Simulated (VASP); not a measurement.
Energy against volume of NiAl (CsCl type). Level of theory: PBEsol GGA, VASP's PBE PAW potentials (set 64) (plane waves; VASP 6.6.1). Numerical set-up: 520 eV cut-off, 13×13×13 Γ-centred mesh, first-order Methfessel-Paxton smearing of 0.10 eV, potentials Al Ni.

| V (Å³/atom) | E (eV/atom) |
|---|---|
| 11.046 | -5.77183 |
| 11.398 | -5.79038 |
| 11.751 | -5.79559 |
| 12.103 | -5.78942 |

**Question.** Fit these four points and predict the energy of the run at 12.456 Å³/atom.

**Answer.** A cubic in V^(−2/3), the third-order Birch-Murnaghan form, passes through the four points with V0 = 11.73 Å³/atom and B0 = 174 GPa, and gives -5.7735 eV/atom there. The run gave -5.7736 eV/atom, -0.0 meV/atom from the fit; all five points give B0 = 173 GPa.

The compound is NiAl in the CsCl type structure. It was relaxed first. The run is not spin-polarised, so no magnetic state was tried.
